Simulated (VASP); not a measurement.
Method: r2SCAN meta-GGA, VASP's PBE PAW potentials (set 64) (plane waves; VASP).

VASP input:

**POSCAR**
```
ZnS
1.0
  0.0000000000   2.6912532012   2.6912532012
  2.6912532012   0.0000000000   2.6912532012
  2.6912532012   2.6912532012   0.0000000000
Zn S
1 1
Cartesian
  0.0000000000   0.0000000000   0.0000000000
  1.3456266006   1.3456266006   1.3456266006
```

File KPOINTS:
```
Automatic mesh
0
Gamma
8 8 8
0 0 0
```

### INCAR
```
! general
SYSTEM  = ZnS
PREC    = Accurate
ENCUT   = 400
LREAL   = .FALSE.   ! projection in real space or not
LASPH   = .TRUE.

! electronic loop
EDIFF   = 1E-8   ! SCF stop (eV)
NELM    = 100   ! most electronic steps
ALGO    = Normal   ! blocked Davidson
LMAXMIX = 4   ! l cut-off of mixed one-centre charges
LMIXTAU = .TRUE.

! smearing
ISMEAR  = 0
SIGMA   = 0.05   ! width (eV)

! functional
METAGGA = R2SCAN

! ions
IBRION  = 1   ! quasi-Newton
NSW     = 30
ISIF    = 2
EDIFFG  = -0.001

! output
LWAVE   = .FALSE.
LCHARG  = .FALSE.
```

POTCAR, in this order: Zn S (PBE.64 set). Program: vasp_std.

What VASP printed:

OUTCAR:
```
 ion  position               nearest neighbor table
   1  0.000  0.000  0.000-   2 2.33   2 2.33   2 2.33   2 2.33
   2  0.250  0.250  0.250-   1 2.33   1 2.33   1 2.33   1 2.33
  LATTYP: Found a face centered cubic cell.
 ALAT       =     5.3825064024
 Subroutine PRICEL returns:
 Original cell was already a primitive cell.
 Subroutine GETGRP returns: Found 24 space group operations
The static configuration has the point symmetry T_d .
The dynamic configuration has the point symmetry T_d .
 Subroutine INISYM returns: Found 24 space group operations
 Subroutine IBZKPT returns following result:
 Found     29 irreducible k-points:

 Following reciprocal coordinates:
            Coordinates               Weight
  0.000000  0.000000  0.000000      1.000000
  0.125000  0.000000  0.000000      8.000000
  0.250000  0.000000  0.000000      8.000000
  0.375000  0.000000  0.000000      8.000000
  0.500000  0.000000  0.000000      4.000000
  0.125000  0.125000  0.000000      6.000000
  0.250000  0.125000  0.000000     24.000000
  0.375000  0.125000  0.000000     24.000000
  0.500000  0.125000  0.000000     24.000000
 -0.375000  0.125000  0.000000     24.000000
 -0.250000  0.125000  0.000000     24.000000
 -0.125000  0.125000  0.000000     12.000000
  0.250000  0.250000  0.000000      6.000000
  0.375000  0.250000  0.000000     24.000000
  0.500000  0.250000  0.000000     24.000000
 -0.375000  0.250000  0.000000     24.000000
 -0.250000  0.250000  0.000000     12.000000
  0.375000  0.375000  0.000000      6.000000
  0.500000  0.375000  0.000000     24.000000
 -0.375000  0.375000  0.000000     12.000000
  0.500000  0.500000  0.000000      3.000000
  0.375000  0.250000  0.125000     24.000000
  0.500000  0.250000  0.125000     48.000000
 -0.375000  0.250000  0.125000     24.000000
  0.500000  0.375000  0.125000     24.000000
 -0.375000  0.375000  0.125000     48.000000
 -0.250000  0.375000  0.125000     24.000000
 -0.375000  0.500000  0.125000     12.000000
 -0.250000  0.500000  0.250000      6.000000
   k-points           NKPTS =     29   k-points in BZ     NKDIM =     29   number of bands    NBANDS=     13
   number of dos      NEDOS =    301   number of ions     NIONS =      2
   total plane-waves  NPLWV =  21952
   dimension x,y,z NGX =    28 NGY =   28 NGZ =   28
   dimension x,y,z NGXF=    56 NGYF=   56 NGZF=   56
   ions per type =               1   1
   PREC   = accura    normal or accurate (medium, high low for compatibility)
   ISTART =      0    job   : 0-new  1-cont  2-samecut
   ICHARG =      2    charge: 1-file 2-atom 10-const
   ISPIN  =      1    spin polarized calculation?
   LNONCOLLINEAR =      F non collinear calculations
   LSORBIT =      F    spin-orbit coupling
   INIWAV =      1    electr: 0-lowe 1-rand  2-diag
   ENCUT  =  400.0 eV  29.40 Ry    5.42 a.u.   6.21  6.21  6.21*2*pi/ulx,y,z
   NELM   =    100;   NELMIN=  2; NELMDL= -5     # of ELM steps
   EDIFF  = 0.1E-07   stopping-criterion for ELM
   LREAL  =      F    real-space projection
   NLSPLINE    = F    spline interpolate recip. space projectors
   LMAXMIX     =    4 max onsite mixed and CHGCAR
   VOSKOWN=      0    Vosko Wilk Nusair interpolation
   EDIFFG = -.1E-02   stopping-criterion for IOM
   NSW    =     30    number of steps for IOM
   NBLOCK =      1;   KBLOCK =     30    inner block; outer block
   IBRION =      1    ionic relax: 0-MD 1-quasi-New 2-CG
   NFREE  =      0    steps in history (QN), initial steepest desc. (CG)
   ISIF   =      2    stress and relaxation
   ISYM   =      2    0-nonsym 1-usesym 2-fastsym
   TEIN   =    0.0    initial temperature
   TEBEG  =    0.0;   TEEND  =   0.0 temperature during run
   SMASS  =  -3.00    Nose mass-parameter (am)
...
```

OSZICAR:
```
       N       E                     dE             d eps       ncg     rms          rms(c)
DAV:   1     0.672401952507E+02    0.67240E+02   -0.82237E+03   754   0.143E+03
DAV:   2    -0.165286590420E+02   -0.83769E+02   -0.79640E+02   839   0.262E+02
DAV:   3    -0.218713936730E+02   -0.53427E+01   -0.53246E+01   934   0.706E+01
DAV:   4    -0.219299946758E+02   -0.58601E-01   -0.58588E-01   844   0.774E+00
DAV:   5    -0.219308424229E+02   -0.84775E-03   -0.84773E-03   919   0.921E-01    0.749E+00
DAV:   6    -0.188401684645E+02    0.30907E+01   -0.20349E+00   859   0.485E+01    0.678E+00
DAV:   7    -0.187846011421E+02    0.55567E-01   -0.67425E-01   789   0.165E+01    0.353E+00
DAV:   8    -0.188391201173E+02   -0.54519E-01   -0.12208E-01   784   0.504E+00    0.158E+00
DAV:   9    -0.188270755397E+02    0.12045E-01   -0.11854E-01   759   0.386E+00    0.412E-01
DAV:  10    -0.188535021740E+02   -0.26427E-01   -0.45616E-02   764   0.233E+00    0.151E-01
DAV:  11    -0.188601619025E+02   -0.66597E-02   -0.29812E-03   834   0.736E-01    0.596E-02
DAV:  12    -0.188519403225E+02    0.82216E-02   -0.32470E-03   764   0.802E-01    0.928E-02
DAV:  13    -0.188603628380E+02   -0.84225E-02   -0.20136E-03   764   0.550E-01    0.170E-02
DAV:  14    -0.188604736376E+02   -0.11080E-03   -0.58989E-05   834   0.860E-02    0.115E-02
DAV:  15    -0.188604745950E+02   -0.95743E-06   -0.12618E-06   904   0.129E-02    0.990E-03
DAV:  16    -0.188604763640E+02   -0.17689E-05   -0.16952E-06   779   0.290E-02    0.591E-03
DAV:  17    -0.188604804523E+02   -0.40884E-05   -0.18524E-06   784   0.253E-02    0.376E-03
DAV:  18    -0.188604798524E+02    0.59993E-06   -0.27252E-07   794   0.102E-02    0.244E-03
DAV:  19    -0.188604800234E+02   -0.17099E-06   -0.12178E-08   637   0.140E-03    0.196E-03
DAV:  20    -0.188604799410E+02    0.82409E-07   -0.36424E-08   786   0.302E-03    0.102E-03
DAV:  21    -0.188604802334E+02   -0.29245E-06   -0.58782E-09   552   0.125E-03    0.456E-04
DAV:  22    -0.188604802458E+02   -0.12337E-07   -0.26150E-09   437   0.605E-04    0.245E-04
DAV:  23    -0.188604802604E+02   -0.14634E-07   -0.41533E-10   427   0.398E-04    0.181E-04
DAV:  24    -0.188604802604E+02   -0.25238E-10   -0.69296E-10   437   0.331E-04
   1 F= -.18860480E+02 E0= -.18860480E+02  d E =-.188605E+02
```

**OUTCAR**
```
------------------------ aborting loop because EDIFF is reached ----------------------------------------
  FORCE on cell =-STRESS in cart. coord.  units (eV):
  Direction    XX          YY          ZZ          XY          YZ          ZX
  --------------------------------------------------------------------------------------
  Total       -0.0044155     -0.0044155     -0.0044155      0.0000000      0.0000000     -0.0000000
  in kB       -0.1814674     -0.1814674     -0.1814674      0.0000000      0.0000000     -0.0000000
  external PRESSURE =      -0.1814674 kB  Pullay stress =       0.0000000 kB
  volume of cell :       38.98
      direct lattice vectors                 reciprocal lattice vectors
     0.000000000  2.691253201  2.691253201    -0.185787053  0.185787053  0.185787053
     2.691253201  0.000000000  2.691253201     0.185787053 -0.185787053  0.185787053
     2.691253201  2.691253201  0.000000000     0.185787053  0.185787053 -0.185787053
  FREE ENERGIE OF THE ION-ELECTRON SYSTEM (eV)
  ---------------------------------------------------
  free  energy   TOTEN  =       -18.8604802604 eV

  energy  without entropy=      -18.8604802604  energy(sigma->0) =      -18.86048026

 reached required accuracy - stopping structural energy minimisation
```
(Selected blocks of OUTCAR.)

The compound is ZnS in the zinc blende structure. It was relaxed first. The start is the result of an earlier pass.
